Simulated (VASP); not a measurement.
OSZICAR of a VASP run on InSb (relaxed from the zinc blende structure, space group F-43m):

### OSZICAR
```
       N       E                     dE             d eps       ncg     rms          rms(c)
DAV:   1     0.102146956627E+03    0.10215E+03   -0.70505E+03   918   0.112E+03
DAV:   2    -0.100860239177E+01   -0.10316E+03   -0.10100E+03   940   0.279E+02
DAV:   3    -0.765938579678E+01   -0.66508E+01   -0.65559E+01  1190   0.798E+01
DAV:   4    -0.783280147248E+01   -0.17342E+00   -0.17336E+00  1092   0.157E+01
DAV:   5    -0.783930512275E+01   -0.65037E-02   -0.65035E-02  1311   0.241E+00    0.394E+00
DAV:   6    -0.772083773933E+01    0.11847E+00   -0.20438E-01  1248   0.831E+00    0.224E+00
DAV:   7    -0.769854124815E+01    0.22296E-01   -0.74367E-02  1213   0.323E+00    0.615E-01
DAV:   8    -0.769775806272E+01    0.78319E-03   -0.77845E-03  1189   0.122E+00    0.260E-01
DAV:   9    -0.769813914143E+01   -0.38108E-03   -0.75035E-04  1000   0.285E-01    0.715E-02
DAV:  10    -0.769814205964E+01   -0.29182E-05   -0.38415E-05  1255   0.525E-02    0.360E-02
DAV:  11    -0.769816379967E+01   -0.21740E-04   -0.37719E-05   985   0.554E-02    0.229E-02
DAV:  12    -0.769816428273E+01   -0.48306E-06   -0.10820E-06   790   0.915E-03
   1 F= -.76981643E+01 E0= -.76982012E+01  d E =-.769816E+01
       N       E                     dE             d eps       ncg     rms          rms(c)
DAV:   1    -0.769868209953E+01   -0.51830E-03   -0.12796E-02  1150   0.227E+00    0.138E-01
DAV:   2    -0.769824761124E+01    0.43449E-03   -0.96026E-04  1110   0.708E-01    0.499E-02
DAV:   3    -0.769817794882E+01    0.69662E-04   -0.21803E-04  1210   0.301E-01    0.253E-02
DAV:   4    -0.769817738027E+01    0.56856E-06   -0.69272E-06   930   0.256E-02
   2 F= -.76981774E+01 E0= -.76982129E+01  d E =-.130975E-04
```

Question: Which electronic solver shows in the log?

Answer: It is blocked Davidson (ALGO = Normal, or the opening steps of other solvers). The INCAR had ALGO = Normal.

Question: Can the final energy be trusted as converged?

Answer: Self-consistency was reached. It stopped with EDIFF = 1E-6, NELM = 100, NSW = 60 and EDIFFG = -0.01 after 2 ionic steps (PBEsol GGA, plane waves, VASP's PBE PAW potentials (set 64)).

The structure was generated: InSb was put into the zinc blende type (F-43m), which need not be its known phase. This run relaxes it. Symmetry was kept, so distortions that lower it aren't found. The start is the result of an earlier pass.
